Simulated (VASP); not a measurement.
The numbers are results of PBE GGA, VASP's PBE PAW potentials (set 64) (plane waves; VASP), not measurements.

VASP input:

### KPOINTS
```
Automatic mesh
0
Gamma
5 5 1
0 0 0
```

**POSCAR**
```
Zr16O
1.0
  6.4596472803   0.0000000000   0.0000000000
  3.2298236401   5.5942185357   0.0000000000
  0.0000000000   0.0000000000  21.8588014164
Zr O
16 1
direct
  0.8335108834   0.3329772332   0.3268644744
  0.3333330000   0.3333330000   0.3269561894
  0.8335108834   0.8335108834   0.3268644744
  0.3329772332   0.8335108834   0.3268644744
  1.0000000000   1.0000000000   0.4359181257
  0.5000079894   0.9999840212   0.4378857603
  0.9999840212   0.5000079894   0.4378857603
  0.5000079894   0.5000079894   0.4378857603
  0.8272364641   0.3455260718   0.5618460920
  0.3333330000   0.3333330000   0.5626391018
  0.8272364641   0.8272364641   0.5618460920
  0.3455260718   0.8272364641   0.5618460920
  1.0000000000   1.0000000000   0.6653882310
  0.4953044466   0.0093911068   0.6815243334
  0.0093911068   0.4953044466   0.6815243334
  0.4953044466   0.4953044466   0.6815243334
  0.3333330000   0.3333330000   0.7290863722
```

INCAR:
```
# general
SYSTEM   =  Zr16O
PREC     =  Normal
ENCUT    =  400
LREAL    =  .FALSE.
LASPH    =  .TRUE.

# electronic loop
EDIFF    =  1E-6
NELM     =  100
NELMIN   =  4
ALGO     =  Normal
LMAXMIX  =  4

# smearing
ISMEAR   =  1
SIGMA    =  0.1

# functional
GGA      =  PE

# output
LWAVE    =  .FALSE.
LCHARG   =  .FALSE.
LORBIT   =  11
LVHAR    =  .TRUE.

# other
LDIPOL   =  .TRUE.
IDIPOL   =  3
DIPOL    =  0.5 0.5 0.5
```

POTCAR, in this order: Zr_sv O (PBE.64 set). Program: vasp_std. Read from the step before: WAVECAR.

The resulting files:

File OSZICAR:
```
       N       E                     dE             d eps       ncg     rms          rms(c)
DAV:   1    -0.139744408488E+03   -0.13974E+03   -0.10395E+00  1944   0.178E+00    0.209E+00
DAV:   2    -0.174410005489E+03   -0.34666E+02   -0.94773E+01  1780   0.243E+01    0.232E+01
DAV:   3    -0.139114152117E+03    0.35296E+02   -0.73485E+01  1728   0.110E+01    0.362E+00
DAV:   4    -0.139493007568E+03   -0.37886E+00   -0.85453E+00  1680   0.377E+00    0.115E+00
DAV:   5    -0.139524868173E+03   -0.31861E-01   -0.84834E-01  1672   0.121E+00    0.247E-01
DAV:   6    -0.139536866435E+03   -0.11998E-01   -0.12577E-01  1704   0.578E-01    0.266E-01
DAV:   7    -0.139536334368E+03    0.53207E-03   -0.26366E-02  1680   0.323E-01    0.156E-01
DAV:   8    -0.139536389893E+03   -0.55524E-04   -0.19675E-03  1648   0.777E-02    0.120E-01
DAV:   9    -0.139536306595E+03    0.83297E-04   -0.55693E-04  1608   0.610E-02    0.687E-02
DAV:  10    -0.139536214718E+03    0.91877E-04   -0.35538E-04  1680   0.590E-02    0.353E-02
DAV:  11    -0.139536196687E+03    0.18031E-04   -0.74692E-05  1648   0.252E-02    0.224E-02
DAV:  12    -0.139536187632E+03    0.90546E-05   -0.46456E-05  1512   0.143E-02    0.960E-03
DAV:  13    -0.139536190053E+03   -0.24205E-05   -0.22317E-05  1264   0.106E-02    0.701E-03
DAV:  14    -0.139536191202E+03   -0.11491E-05   -0.26894E-06  1040   0.505E-03    0.611E-03
DAV:  15    -0.139536191804E+03   -0.60268E-06   -0.98154E-07   896   0.325E-03
   1 F= -.13953619E+03 E0= -.13953507E+03  d E =-.335069E-02
```

File OUTCAR:
```
------------------------ aborting loop because EDIFF is reached ----------------------------------------
  FORCE on cell =-STRESS in cart. coord.  units (eV):
  Direction    XX          YY          ZZ          XY          YZ          ZX
  --------------------------------------------------------------------------------------
  Total       -4.3218747     -4.3218745     -2.6961164      0.0000000     -0.0000000     -0.0000000
  in kB       -8.7661354     -8.7661350     -5.4685809      0.0000000     -0.0000000     -0.0000000
  external PRESSURE =      -7.6669505 kB  Pullay stress =       0.0000000 kB
  volume of cell :      789.90
      direct lattice vectors                 reciprocal lattice vectors
     6.459647280  0.000000000  0.000000000     0.154807214 -0.089377989  0.000000000
     3.229823640  5.594218536  0.000000000     0.000000000  0.178755977  0.000000000
     0.000000000  0.000000000 21.858801416     0.000000000  0.000000000  0.045748163
 POSITION                                       TOTAL-FORCE (eV/Angst)
 -----------------------------------------------------------------------------------
      6.45964      1.86275      7.14487        -0.000000      0.034744      0.010861
      3.22982      1.86474      7.14687         0.000000     -0.000000      0.042037
      8.07628      4.66284      7.14487        -0.030089     -0.017372      0.010861
      4.84301      4.66284      7.14487         0.030089     -0.017372      0.010861
      0.00000      0.00000      9.52865         0.000000     -0.000000      0.084538
      6.45965      5.59413      9.57166        -0.000000      0.014779      0.114740
      8.07448      2.79715      9.57166         0.012799     -0.007390      0.114740
      4.84481      2.79715      9.57166        -0.012799     -0.007390      0.114740
      6.45964      1.93295     12.28128         0.000000     -0.059759     -0.151747
      3.22982      1.86474     12.29862         0.000000      0.000000     -0.019753
      8.01548      4.62774     12.28128         0.051753      0.029880     -0.151747
      4.90380      4.62774     12.28128        -0.051753      0.029880     -0.151747
      0.00000      0.00000     14.54459         0.000000     -0.000000     -0.003571
      3.22982      0.05254     14.89731         0.000000     -0.221758     -0.078485
      1.66041      2.77084     14.89731        -0.192048      0.110879     -0.078485
      4.79924      2.77084     14.89731         0.192048      0.110879     -0.078485
      3.22982      1.86474     15.93695         0.000000     -0.000000      0.210641
 -----------------------------------------------------------------------------------
    total drift:                                0.050681      0.029263     -0.001789
  FREE ENERGIE OF THE ION-ELECTRON SYSTEM (eV)
  ---------------------------------------------------
  free  energy   TOTEN  =      -139.5361918043 eV

  energy  without entropy=     -139.5328411161  energy(sigma->0) =     -139.53507491

 total charge

# of ion       s       p       d       tot
------------------------------------------
    1        2.248   5.933   1.640   9.822
    2        2.247   5.933   1.638   9.818
    3        2.248   5.933   1.640   9.822
    4        2.248   5.933   1.640   9.822
    5        2.234   5.960   1.637   9.832
    6        2.234   5.962   1.631   9.827
    7        2.234   5.962   1.631   9.827
    8        2.234   5.962   1.631   9.827
    9        2.233   5.960   1.629   9.823
   10        2.225   5.961   1.603   9.788
   11        2.233   5.960   1.629   9.823
   12        2.233   5.960   1.629   9.823
   13        2.244   5.933   1.692   9.868
   14        2.223   5.960   1.612   9.795
   15        2.223   5.960   1.612   9.795
   16        2.223   5.960   1.612   9.795
   17        1.601   3.474   0.000   5.074
--------------------------------------------------
tot         37.362  98.710  26.106 162.178
```
(Selected blocks of OUTCAR.)

The run did not end as a converged relaxation.  At this cut-off the stress carries a Pulay error, which pulls relaxed volumes low.

The cell is a thin slab with vacuum, built from Zr (hcp): (001) face, O adsorbed.
